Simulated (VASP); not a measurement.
Method: PBEsol GGA, VASP's PBE PAW potentials (set 64) (plane waves; VASP).

VASP input:

**INCAR**
```
! general
SYSTEM  =SrO
PREC    =Accurate
ENCUT   =520
LREAL   =F
LASPH   =T

! electronic loop
EDIFF   =1E-8
NELM    =100
ALGO    =Normal   ! blocked Davidson
LMAXMIX =4   ! l cut-off of mixed one-centre charges

! smearing
ISMEAR  =0   ! Gaussian
SIGMA   =0.01

! functional
GGA     =PS

! ions
IBRION  =8
NSW     =1   ! most ionic steps

! output
LWAVE   =F
LCHARG  =F

! other
LEPSILON=T
```

**KPOINTS**
```
Regular mesh
0
Gamma
 9 9 9
```

**POSCAR**
```
SrO
3.6302670
  0.0000000000   0.7071067551   0.7071067551
  0.7071067551   0.0000000000   0.7071067551
  0.7071067551   0.7071067551   0.0000000000
Sr O
1 1
Cart
  0.0000000000   0.0000000000   0.0000000000
  0.7071067551   0.7071067551   0.7071067551
```

POTCAR, in this order: Sr_sv O (PBE.64 set). Program: vasp_std.

Output of the run:

### OUTCAR
```


 HEAD OF MICROSCOPIC STATIC DIELECTRIC TENSOR (INDEPENDENT PARTICLE, excluding Hartree and local field effects)
 ------------------------------------------------------
           4.063621    -0.000000     0.000000
          -0.000000     4.063621     0.000000
           0.000000    -0.000000     4.063621
 ------------------------------------------------------

 MACROSCOPIC STATIC DIELECTRIC TENSOR (including local field effects in DFT)
 ------------------------------------------------------
           3.886435     0.000000     0.000000
           0.000000     3.886435     0.000000
           0.000000    -0.000000     3.886435
 ------------------------------------------------------

 PIEZOELECTRIC TENSOR (including local field effects)  for field in x, y, z        (e  Angst)
          XX          YY          ZZ          XY          YZ          ZX
  --------------------------------------------------------------------------------
  x     0.00000     0.00000     0.00000     0.00000     0.00000     0.00000
  y     0.00000     0.00000     0.00000     0.00000     0.00000     0.00000
  z     0.00000     0.00000     0.00000     0.00000     0.00000     0.00000

 PIEZOELECTRIC TENSOR (including local field effects)  for field in x, y, z        (C/m^2)
          XX          YY          ZZ          XY          YZ          ZX
  --------------------------------------------------------------------------------
  x     0.00000     0.00000     0.00000     0.00000     0.00000     0.00000
  y     0.00000     0.00000     0.00000     0.00000     0.00000     0.00000
  z     0.00000     0.00000     0.00000     0.00000     0.00000     0.00000

 BORN EFFECTIVE CHARGES (including local field effects) (in |e|, cummulative output)
 ---------------------------------------------------------------------------------
 ion    1
    1     2.45902     0.00000     0.00000
    2     0.00000     2.45902     0.00000
    3     0.00000     0.00000     2.45902
 ion    2
    1    -2.45902     0.00000     0.00000
    2     0.00000    -2.45902     0.00000
    3     0.00000     0.00000    -2.45902
```
(Selected blocks of OUTCAR.)

The structure comes from a measured SrO entry (Fm-3m) of the Crystallography Open Database, whose conditions weren't checked. It was relaxed first.
